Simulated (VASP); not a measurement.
NbAl2N3:

```
Al Nb N
1.0
     3.10000    0.00000    0.00000
    -1.55000    2.68468    0.00000
     0.00000    0.00000    8.10000
Al Nb N
2 1 3
Direct
  0.33333 0.66667 0.60500
  0.33333 0.66667 0.39500
  0.00000 0.00000 0.00000
  0.33333 0.66667 0.84000
  0.33333 0.66667 0.16000
  0.00000 0.00000 0.50000
```

The cell was built by a generator and needn't be a form met in nature.

```yaml
Program: VASP 6.6.1
Task: relaxation of cell and atoms
Functional: PBE
Potentials_or_basis: VASP PAW PBE potentials, release 64 (Al, Nb_sv, N)
Cutoff: 520 eV
k_mesh: 5 × 5 × 2
Occupations: gaussian, width 0.15 eV
Spin: no spin polarisation
```

At the start: pressure 18.2 GPa; volume 11.24 Å³/atom.

Question: Where does the relaxation end?

Answer: Over 14 steps the energy falls by 1017.0 meV/atom and the volume is 11.34 Å³/atom (+0.9 %); space group P-6m2 (No. 187, to 0.05 Å).

Step by step:
```tsv
step	energy change (eV)	largest force (eV/Å)	pressure (GPa)	volume (Å³)
1	0.0000	22.6721	18.19	67.41
2	77.6108	159.3751	178.03	79.88
3	-5.3333	5.0559	1.36	69.28
4	-5.3630	4.7182	1.65	69.16
5	-5.3810	4.2526	1.88	68.98
6	-5.6578	1.5191	-8.02	70.47
7	-5.9894	1.4121	-6.14	69.83
8	-5.9900	1.3890	-5.99	69.81
9	-6.0799	0.3674	3.16	66.87
10	-6.0955	0.1234	0.52	67.66
11	-6.1009	0.1566	0.37	67.94
12	-6.1012	0.1454	0.51	67.90
13	-6.1011	0.1402	0.27	67.88
14	-6.1019	0.0695	0.14	68.03
```

Final structure:
```
CELL_PARAMETERS angstrom
3.03337 0.00000 0.00000
-1.51668 2.62697 0.00000
0.00000 0.00000 8.53686
ATOMIC_POSITIONS crystal
Al 0.33333 0.66667 0.64578
Al 0.33333 0.66667 0.35422
Nb 0.00000 0.00000 0.00000
N 0.33333 0.66667 0.85467
N 0.33333 0.66667 0.14533
N 0.00000 0.00000 0.50000
```

Caveat: the k mesh is coarse (spacing up to 0.47 Å⁻¹), so the values aren't converged.
